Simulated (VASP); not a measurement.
The system is SnO.

```
Sn O
1.0
     3.79860    0.00000    0.00000
     0.00000    3.79860    0.00000
     0.00000    0.00000    4.84080
Sn O
2 2
Direct
  0.50000 0.00000 0.23690
  0.00000 0.50000 0.76310
  0.00000 0.00000 0.00000
  0.50000 0.50000 0.00000
```

| Quantity | Value |
| --- | --- |
| Program | VASP 6.6.1 |
| Task | relaxation of cell and atoms |
| Functional | PBE |
| Dispersion | D3(BJ) |
| Potentials or basis | VASP PAW PBE potentials, release 64 (Sn_d, O) |
| Cutoff | 600 eV |
| k mesh | 8 × 8 × 6 |
| Occupations | gaussian, width 0.03 eV |
| Spin | no spin polarisation |

At the start: pressure 2.8 GPa; volume 17.46 Å³/atom.

Problem. Where does the relaxation end?

Solution. Over 15 steps the energy falls by 7.0 meV/atom and the volume is 17.39 Å³/atom (-0.4 %); space group P4/nmm (No. 129, to 0.05 Å).

Step by step:
| step | energy change (eV) | largest force (eV/Å) | pressure (GPa) | volume (Å³) |
| --- | --- | --- | --- | --- |
| 1 | 0.0000 | 0.5986 | 2.85 | 69.85 |
| 2 | 0.0007 | 0.5050 | -2.93 | 73.04 |
| 3 | -0.0222 | 0.0328 | -0.21 | 71.39 |
| 4 | -0.0222 | 0.0443 | -0.09 | 71.36 |
| 5 | -0.0234 | 0.0545 | -0.12 | 71.24 |
| 6 | -0.0256 | 0.0856 | -0.12 | 70.88 |
| 7 | -0.0239 | 0.1446 | -0.08 | 70.13 |
| 8 | -0.0259 | 0.1072 | -0.12 | 70.66 |
| 9 | -0.0269 | 0.0494 | -0.19 | 70.42 |
| 10 | -0.0275 | 0.0452 | -0.41 | 69.97 |
| 11 | -0.0279 | 0.0041 | 0.09 | 69.37 |
| 12 | -0.0280 | 0.0122 | -0.01 | 69.50 |
| 13 | -0.0280 | 0.0142 | -0.05 | 69.53 |
| 14 | -0.0280 | 0.0153 | -0.02 | 69.52 |
| 15 | -0.0280 | 0.0041 | -0.02 | 69.55 |

Final structure:
```
CELL_PARAMETERS angstrom
3.83538 0.00000 0.00000
0.00000 3.83538 0.00000
0.00000 0.00000 4.72805
ATOMIC_POSITIONS crystal
Sn 0.50000 0.00000 0.24596
Sn 0.00000 0.50000 0.75404
O 0.00000 0.00000 0.00000
O 0.50000 0.50000 0.00000
```

Caveat: pairwise dispersion overbinds metals, which lowers pressure and volume.
